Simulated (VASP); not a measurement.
Wanted: the native input for a VASP 6.6.1 run.

| Property | Result |
| --- | --- |
| Task | single point |
| Functional | PBE |
| Dispersion | D3(BJ) |
| Potentials or basis | VASP PAW PBE potentials, release 64 (Si, S, Ge_d) |
| Cutoff | 520 eV |
| k mesh | 1 × 1 × 1, shifted |
| Occupations | fermi-dirac, width 0.062 eV |
| Spin | no spin polarisation |
| Dipole correction | no |
| Further INCAR settings | LREAL = Auto; ALGO = Fast; EDIFF = 1e-06; NBANDS = 92; ISYM = 0 |

The structure of Si3Ge4S14 lies in POSCAR:

```
Si3Ge4S14
1.0
    8.0188790000      0.2111490000     -0.3179740000
    0.2111490000      8.0318190000     -0.0335780000
   -0.3179740000     -0.0335780000      8.3953550000
Si S Ge
3 14 4
Direct
    0.7293966750      0.5037187903      0.6628604803
    0.0451633087      0.7641105492      0.9045748586
    0.1560100718      0.3747733257      0.1534304726
    0.5675301977      0.8863106674      0.2636932431
    0.7718637720      0.5211173041      0.9072049589
    0.1798643997      0.2807804557      0.9233125042
    0.8218500488      0.8603779257      0.1917799447
    0.2467591174      0.6133858584      0.1720213444
    0.4823279353      0.4533945358      0.6032196166
    0.5765274419      0.0753563284      0.8144792033
    0.6918811140      0.2873815733      0.2401211031
    0.1902374903      0.2094469373      0.3459808888
    0.7872434962      0.0619142305      0.6916900976
    0.3548394556      0.0731360967      0.6604290688
    0.2920880734      0.7179059456      0.8041193325
    0.8826031989      0.8214569125      0.6545065396
    0.9402636561      0.4964873135      0.5382681789
    0.5255628058      0.1460945809      0.3706978289
    0.3574334911      0.7777603876      0.5269337860
    0.8834502889      0.1319025733      0.1349168971
    0.4566857543      0.4777778477      0.9230727016
```

The cell was built by a generator and needn't be a form met in nature.

These files were run (other wordings do the same):

INCAR

```
SYSTEM = Si3Ge4S14
ALGO = Fast
EDIFF = 1E-6
ENCUT = 520
GGA = PE
ISIF = 2
ISMEAR = -1
ISYM = 0
IVDW = 12
LASPH = .True.
LCHARG = .True.
LELF = .True.
LREAL = Auto
LVHAR = .True.
LWAVE = .False.
NBANDS = 92
NELM = 100
PREC = Accurate
SIGMA = 0.062
```

KPOINTS

```
Automatic mesh
0
Gamma
  1 1 1
  0.25 0.25 0.25
```

Potentials or basis: VASP PAW PBE potentials, release 64 (Si, S, Ge_d).

The run is started by

```console
$ cat potpaw_PBE.64/Si/POTCAR potpaw_PBE.64/S/POTCAR potpaw_PBE.64/Ge_d/POTCAR > POTCAR
$ mpirun -np 1 vasp_std > vasp.out
```

It gave:

* Pressure: -1.3 GPa
* Largest force: 1.910 eV/Å
* Band gap on the k mesh: 0.45 eV, direct
* Dispersion energy per atom: -0.251 eV

Wall time 67 s on 1 thread of AMD EPYC 9R45 96-Core Processor (Zen 5), on a shared host, peak memory 0.47 GiB.
